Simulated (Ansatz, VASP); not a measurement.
# TiB2: VASP beside Ansatz, part 2 of 2

Wanted: the spread between two codes on one cell, functional and k mesh. The cell is taken from a series of runs on this material, whose earlier steps may have relaxed, scaled, displaced or heated it; both programs get it as it stands.

VASP 6.6.1 and Ansatz 0.2.0.

So far: The starting structure; VASP: zone-centre phonons, PBEsol.

**3. Ansatz: zone-centre phonons, PBEsol**

Level of this step: Ansatz beside VASP: Kohn-Sham DFT, plane waves, PBEsol (Ansatz).

Ansatz runs on its PAW soft_1 files.

The same cell, functional, mesh and smearing now go to Ansatz, which takes its cutoff from its data sets.

Input file input.yaml:

```yaml
crystal:
  lattice:
    - [3.0778458021, 0.0, 0.0]
    - [-1.5389229011, 2.6654926535, 0.0]
    - [0.0, 0.0, 3.1557552178]
  atoms:
    - { symbol: B, position: [0.3333333333, 0.6666666667, 0.5] }
    - { symbol: B, position: [0.6666666667, 0.3333333333, 0.5] }
    - { symbol: Ti, position: [0.0, 0.0, 0.0] }
kpoints:
  mp_grid: { grid: [15, 15, 16] }
hamiltonian:
  xc: pbesol
  pseudopotentials: { kind: paw, azcp: { folder: soft_1 }, xc_functional: pbe }
scf:
  occupations: { method: methfessel_paxton, width: 0.2 }
output:
  eigenvalues: true
phonons:
  method: dfpt
```

Started as:

```bash
$ ansatz run input.yaml --threads 4 --pin off --max-ram 10240MiB --backend cpu --events-out ev --progress --plain --runs-dir out
```

Numbers of over 12 decimals in the logs are rounded to 6 here.

The program printed:

```text
zone centre: on kpoints.mp_grid the ground state, and the responses unless they are solved on pairs of k-points, stand on 576 of the mesh's 3600 k-points, reduced under 4 symmetry operations, with k and −k counted as one. Each operation leaves every solved displacement unchanged or reverses it
Engine: ansatz 0.2.0, x86_64-unknown-linux-gnu
Pseudopotentials: kind: paw
Pseudopotential: B, paw, valence charge 3, recommended cutoff 420 eV (normal), soft_1/B.paw.azcp
Pseudopotential: Ti, paw, valence charge 12, recommended cutoff 420 eV (normal), soft_1/Ti.paw.azcp
Functional definition: PBEsol
  exchange = pbesol_x
  correlation = pbesol_c
Crystal: 3 atoms, lattice volume = 25.890 Å³
Basis set: ecut = 420 eV, 527 PW (Γ), exchange–correlation on 48×48×48 points (8 copies of the dense FFT grid, shifted against one another)
Bands: 13, of which v1, the nominal top of the filled ones, is band 9 counted from 1 (8 counted from 0)
Symmetry: 24 space group operations
k-points: 576 of 3600 (irreducible under 4 space group operations, time reversal used)
Non-local potential: B, projectors of the file, l = 0: 2, l = 1: 2, l = 2: 1
Non-local potential: Ti, projectors of the file, l = 0: 3, l = 1: 2, l = 2: 3, l = 3: 1
PAW form: soft (Blöchl's): semilocal exchange-correlation on the pseudo side does not see the compensation charge
PAW frozen core: B, regenerated for the run's functional, and the local potential with it (the file was generated under x = pbe(κ = 0.804, μ = 0.219515), c = pbe(β = 0.066725))
PAW frozen core: Ti, regenerated for the run's functional, and the local potential with it (the file was generated under x = pbe(κ = 0.804, μ = 0.219515), c = pbe(β = 0.066725))
PAW one-centre angular grid: B, 110 points (default); XC on 64 Gauss nodes
PAW one-centre angular grid: Ti, 590 points (default); XC on 64 Gauss nodes
Initial density: superposition of atomic densities (chi_scale 0.1, normalization cell, long waves kept (reshape's long-wave potential 0.00 eV rms))
Initial wavefunctions: pseudopotential atomic-orbital guess
Functional: x = pbesol(κ = 0.804, μ = 0.123457), c = pbesol(β = 0.046)
SCF iter   1: F=—  HF=-2783.613499 eV  |F-HF|=—  |Δ(HF+E_count)|=         —  Δρ=1.01e-1  dr2=4.10e0  ethr=3.10e-3  ⟨swp⟩=4.3  Hψ=35204  notcnv=0
preconditioner: auto → none  [metal: Δε(μ)=0.025 eV  Ē_g=9.330 eV  σ=0.200 eV  W_gap=0.11  n_scr=8 (ndim 8)  ℏωp=23.1 eV  f_vac=0.000  D(μ)=0.41/eV (n_scr^D=0)  sad-step TF]
SCF iter   2: F=—  HF=-2783.057178 eV  |F-HF|=—  |Δ(HF+E_count)|=   5.56e-1  S|Δr|=    0.00e0  Δρ=6.60e-2  dr2=1.90e0  ethr=3.10e-3  ⟨swp⟩=2.0  Hψ=14309  notcnv=0
SCF iter   3: F=—  HF=-2782.588589 eV  |F-HF|=—  |Δ(HF+E_count)|=   4.69e-1  S|Δr|=    0.00e0  Δρ=7.53e-3  dr2=1.74e-2  ethr=3.10e-3  ⟨swp⟩=3.0  Hψ=14449  notcnv=0
SCF iter   4: F=—  HF=-2782.586997 eV  |F-HF|=—  |Δ(HF+E_count)|=   1.59e-3  S|Δr|=    0.00e0  Δρ=8.80e-4  dr2=1.42e-4  ethr=9.64e-5  ⟨swp⟩=1.6  Hψ=12714  notcnv=0
SCF iter   5: F=—  HF=-2782.587055 eV  |F-HF|=—  |Δ(HF+E_count)|=   5.71e-5  S|Δr|=    0.00e0  Δρ=2.23e-4  dr2=1.94e-5  ethr=7.88e-7  ⟨swp⟩=2.0  Hψ=10387  notcnv=0
SCF iter   6: F=—  HF=-2782.587051 eV  |F-HF|=—  |Δ(HF+E_count)|=   3.30e-6  S|Δr|=    0.00e0  Δρ=5.47e-5  dr2=9.77e-7  ethr=1.08e-7  ⟨swp⟩=2.5  Hψ=11293  notcnv=0
SCF iter   7: F=—  HF=-2782.587051 eV  |F-HF|=—  |Δ(HF+E_count)|=   1.30e-7  S|Δr|=    0.00e0  Δρ=6.04e-6  dr2=8.71e-9  ethr=5.43e-9  ⟨swp⟩=2.8  Hψ=11799  notcnv=0
SCF iter   8: F=—  HF=-2782.587051 eV  |F-HF|=—  |Δ(HF+E_count)|=   3.39e-9  S|Δr|=    0.00e0  Δρ=1.52e-6  dr2=7.23e-10  ethr=4.84e-11  ⟨swp⟩=2.5  Hψ=12215  notcnv=0
SCF iter   9: F=—  HF=-2782.587051 eV  |F-HF|=—  |Δ(HF+E_count)|=  1.91e-10  S|Δr|=    0.00e0  Δρ=3.22e-7  dr2=3.64e-11  ethr=4.02e-12  ⟨swp⟩=2.8  Hψ=11490  notcnv=0
SCF iter  10: F=-2782.587051 eV  HF=-2782.587051 eV  |F-HF|=4.55e-13  |Δ(HF+E_count)|=  9.09e-12  S|Δr|=    0.00e0  Δρ=7.06e-9  dr2=1.74e-14  ethr=1.00e-12  ⟨swp⟩=5.0  Hψ=26864  notcnv=0
SCF 1 converged in 10 iterations: F = -2782.587051 eV  dr2 = 1.74e-14
  greatest PAW one-centre occupation: 0.998 electrons in one spin orbital (limit 2), on the Ti atom at site 2 (counted from 0), in its partial waves of l = 0
DFPT response loops at Γ: preconditioner auto → Kerker (q_TF=auto, 2.568 Å⁻¹) (partly filled bands, converged f_vac=0.000); β = 1.00, the filter's whole step (`scf.mixing.beta` (0.50) is not read by the response loops under this deck's `scf.mixing.preconditioner`; to damp them name `kerker` or `kerker_dos`, under which they read `scf.mixing.beta`, and type it under 1.00, their step now; both keys bind the ground state too); Broyden in place of MSR1
SCF converged after 10 iterations
Stability not checked: this state was not tested for a lower state beside it, because cold or Methfessel-Paxton smearing, or corrected tetrahedra, fill the levels in a way that the test cannot read (fill_not_monotonic; see scf.lower_state_search)
Free energy (F): -2782.587051 eV
Harris-Foulkes:  -2782.587051 eV  (|F-HF|=4.55e-13)
Internal energy: -2782.587437 eV  (E = F + TS)
E sigma→0 (E₀):  -2782.587148 eV
Entropy (-TS):   0.000386 eV (0.129 meV/atom)
Fermi energy:    14.865993 eV
--- Per-component energies (eV) ---
  E_band       = -97.100091
  E_kinetic    = 381.809686
  E_local      = -846.911518  (includes V_loc(G=0)·N_el)
  E_nonlocal   = 76.947329
  E_hartree    = 347.142598
  E_xc         = -182.923797
  E_vxc        = -225.293282  (∫ρ·V_xc dr)
  E_paw        = -1166.960338  (= ΣΔE_a)
  E_vpaw       = -177.937421  (= ΣTr[D̂ρ^β])
  E_aug_tail   = -0.000078  (compensation charges beyond the density's cutoff)
  E_ewald      = -1391.860126
  E_core_change = 0.168806  (= ΣΔE_core)
  E_smearing   = 0.000386  (= −TS)
  E_closure    = -0.000000  (closes the sum)
  Σ components = -2782.587051   (vs F -2782.587051, Δ=0.00e0)
--- Band table (eV; the first three rows and the last of 576) ---
  k-point 0: bands = [... 5 lower, 12.0387, 12.0387, 12.8393, 13.0169, 16.7816, 16.7816, 18.7486, 18.7486]
  k-point 1: bands = [... 5 lower, 12.0826, 12.0826, 12.1256, 13.6679, 16.6125, 16.6125, 18.6500, 18.6500]
  k-point 2: bands = [... 5 lower, 11.2807, 12.2139, 12.2139, 14.3401, 16.2142, 16.2142, 18.3666, 18.3666]
  k-point 575: bands = [... 5 lower, 8.0989, 9.8537, 10.4565, 12.2123, 17.4415, 17.7222, 18.4617, 19.5327]
--- Phonons (Γ-DFPT): 4 representative perturbations + reference, on 576 of 3600 k-points (Σ response iterations 12) ---
  k mesh reduced under 4 symmetry operations, with k and −k counted as one. Each operation leaves every solved displacement unchanged or reverses it
  ASR residual: 2.086e-6 → 0.000e0 eV/Å²; symmetrization residual: 1.020e-6 eV/Å²
  ASR residual per site (eV/Å²): 8.24e-7 8.24e-7 2.09e-6
  Γ frequencies (cm⁻¹): 0.00 0.00 0.00 511.33 511.33 513.47 553.89 821.30 821.30
  non-analytic LO–TO correction: not included (Born effective charges unavailable; polar crystals: no LO–TO splitting at Γ)
```

**4. Differences**

Known differences besides the potentials themselves: the cutoff is 420 eV in Ansatz and 500 eV in VASP; Ansatz makes its cores anew for this functional, VASP keeps those of its PBE data sets. Total energies have different zeros and are not compared.

Compared:

| quantity | Ansatz | VASP | difference |
| --- | --- | --- | --- |
| optical mode 1 to 2 (cm⁻¹) | 511.3 | 511.5 | -0.03 % |
| optical mode 3 (cm⁻¹) | 513.5 | 514.5 | -0.20 % |
| optical mode 4 (cm⁻¹) | 553.9 | 554.0 | -0.02 % |
| optical mode 5 to 6 (cm⁻¹) | 821.3 | 824.8 | -0.43 % |

Modes are paired by rising frequency, not by their patterns, so a pair may set unlike modes beside each other; they are those without the splitting of longitudinal modes.

**5. What came out**

```json
{"r.m.s. difference of the optical zone-centre modes, each program's sorted by frequency (zone-centre phonons, PBEsol)": "2.1 cm⁻¹"}
```

The r.m.s. difference of the optical zone-centre modes, each program's sorted by frequency is 2.1 cm⁻¹ (zone-centre phonons, PBEsol). How closely two codes agree says nothing of how well the functional describes the real material.

[Lines on the potential files, build, host, timing and source positions are cut from VASP's logs without a mark.]

[Logs are printed without paths, hosts, clocks, repeated set-up lines and the standing remarks that a program may print on its own settings, such as how far it seeks lower states.]

[Hosts, paths, dates, database ids (printed as entryN), source tags and the programs' standing remarks are cut or masked in the printed files.]
